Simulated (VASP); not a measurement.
**SrTiO3: energy against strain**

SrTiO3 (cubic perovskite, Pm-3m, 11.831 Å³/atom and stress up to 0.24 GPa in the relaxed cell, cube axes along x, y and z) under a strain ε along a cube axis (axis z), the other axes held. PBEsol in VASP (plane waves, PAW), 600 eV, 8×8×8 Γ-centred mesh, Gaussian smearing 0.05 eV; ions are relaxed, or left where forces stay under 0.02 eV/Å, within the symmetry of each cell.

Here s stands for strain and y for E less E0.

| strain (%) | E less E0 (meV/atom) |
|---|---|
| -1.50 | 3.18 |
| -1.00 | 1.41 |
| -0.50 | 0.37 |
| 0.00 | 0.00 |
| 0.50 | 0.27 |
| 1.00 | 1.15 |
| 1.50 | 2.62 |
| 3.00 | ? |

The 7 complete rows are fitted with a parabola, y against s. Least squares gives y = -0.004 - 0.1643·s + 1.2895·s². Residuals (row less fit): 0.036, -0.040, -0.031, 0.004, 0.034, 0.029, -0.031; standard error 0.041 (degrees of freedom: 4). Twice the quadratic coefficient over the volume, 2 × 1.2895 meV × 10⁴ × 0.1602 / 11.831 Å³, is the elastic constant C11 = 349 ± 5 GPa (± standard error of the fit, which holds the terms cut off).

Problem. Predict the withheld y at s = 3.00 from the fit, and compare with the calculation.

Solution. y = -0.004 - 0.1643 × 3.0 + 1.2895 × 3.0² = 11.109 meV/atom. The calculation gives 10.15 meV/atom, 0.959 meV/atom below the prediction (9.4 % of the range of y in the table). The row lies outside the fitted rows, so this is an extrapolation. From the scatter of the fitted rows alone, a prediction at this place has a standard error of 0.157 meV/atom, so the miss is 6.1 times that.

A polynomial of degree 3 through the 12 other runs of the series gives 10.12 there, so most of the miss is curvature that the fit leaves out. The primitive cell can neither tilt nor turn polar against its symmetry, as such crystals can under strain. SrTiO3 is here the ideal cubic form; the compound distorts at low or room temperature. Rows are the converged runs of the series near zero and its far end; series whose fitted rows scatter by over a few per cent of the range, as at a crossing or softening among them, aren't shown in this form, nor equations of state whose B0' disagrees with the runs' pressures. Most that stay on the fit to the last digits aren't either.
